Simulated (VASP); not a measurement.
SnO2, 12 atoms in the cell. The structure is cubic, space group Pa-3 (No. 205). The conventional cell has a = 5.116 Å, b = 5.116 Å, c = 5.116 Å, α = 90.00°, β = 90.00°, γ = 90.00°. Around Sn (site symmetry -3) lie 6 O at 2.09 Å. O (site symmetry 3) has 3 Sn at 2.09 Å as nearest neighbours. Measurements of this composition are mostly on another form, of space group No. 136.

```yaml
Program: VASP 6.6.1
Task: Born charges and dielectric tensor
Functional: LDA
Potentials_or_basis: VASP PAW LDA potentials, release 64 (Sn_d, O)
Cutoff: 600 eV
k_mesh: 6 × 6 × 6
Occupations: gaussian, width 0.02 eV
Spin: no spin polarisation
Further_INCAR_settings: ALGO = Normal; EDIFF = 1e-08; IBRION = 8; NSW = 1
```

Potentials or basis: VASP PAW LDA potentials, release 64 (Sn_d, O).

Launch:

```sh
$ cat potpaw_LDA.64/Sn_d/POTCAR potpaw_LDA.64/O/POTCAR > POTCAR
$ mpirun -np 1 vasp_std > vasp.out
```

Hardware: 1 thread of Intel(R) Xeon(R) 6975P-C (Granite Rapids), on a shared host.

**Question.** How long does it take, and how much memory?

**Answer.** It took 77 min on 1 thread of Intel(R) Xeon(R) 6975P-C (Granite Rapids), on a shared host, peak memory 2 GiB. Counts: scf iterations 175, k points 24.
